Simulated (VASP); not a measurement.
An input for Ansatz (written as the equivalent of a VASP run, and not itself run):

Ansatz 0.2 input:
```yaml
crystal:
  lattice:
    - [4.2791561, 0.0000000, 0.0000000]
    - [-2.1395785, 3.7058579, 0.0000000]
    - [0.0000000, 0.0000000, 7.0095120]
  atoms:
    - { symbol: Sn, position: [0.6666670, 0.3333330, 0.0004574] }
    - { symbol: Sn, position: [0.3333330, 0.6666670, 0.5004574] }
    - { symbol: Ge, position: [0.6666670, 0.3333330, 0.6247426] }
    - { symbol: Ge, position: [0.3333330, 0.6666670, 0.1247426] }
kpoints:
  mp_grid: { grid: [8, 8, 4] }
hamiltonian:
  xc: lda
  pseudopotentials: { kind: paw }
scf:
  occupations: { method: methfessel_paxton, width: 0.1 }
  max_iter: 100
relax:
  max_steps: 60
  f_tol: 0.02
  cell: {}
output: { forces: true, stress: true, eigenvalues: true }
```

Problem. Write the VASP files for the same calculation (LDA).

Solution. One answer among several that fit: 
KPOINTS:
```
Automatic mesh
0
Gamma
8 8 4
0 0 0
```

**POSCAR**
```
SnGe
1
    4.2791560662     0.0000000244     0.0000000000
   -2.1395784908     3.7058579132     0.0000000000
    0.0000000000    -0.0000000000     7.0095119898
Sn Ge
2 2
Direct
  0.6666670000   0.3333330000   0.0004573610
  0.3333330000   0.6666670000   0.5004573610
  0.6666670000   0.3333330000   0.6247426390
  0.3333330000   0.6666670000   0.1247426390
```

INCAR:
```
ENCUT=400   # plane-wave cut-off (eV)
LASPH=.True.
LCHARG=.False.
IBRION=2   # conjugate gradients
ALGO=Normal
EDIFF=1E-6   # SCF stop (eV)
NSW=60   # most ionic steps
PREC=Accurate
LMAXMIX=4   # l cut-off of mixed one-centre charges
NELM=100
EDIFFG=-0.02
LREAL=.False.   # projection in real space or not
LWAVE=.False.
ISIF=3
SIGMA=0.1   # width (eV)
SYSTEM=SnGe
ISMEAR=1   # Methfessel-Paxton
```

POTCAR, in this order: Sn_d Ge_d (LDA.64 set). Program: vasp_std.

What does not carry over: each code has its own PAW files, so the cut-off isn't converted (ENCUT is set for VASP's; basis.ecutwfc is left out, and Ansatz then takes the one that its files recommend); Ansatz stops its SCF on the density residual and VASP on the energy change (EDIFF); Ansatz's lda is the Perdew-Wang form, while the LDA potentials of VASP carry Perdew-Zunger's.

The structure was generated: SnGe was put into the wurtzite type (P6_3mc), which need not be its known phase. This run relaxes it. Symmetry was kept, so distortions that lower it aren't found. The start is the result of an earlier pass.
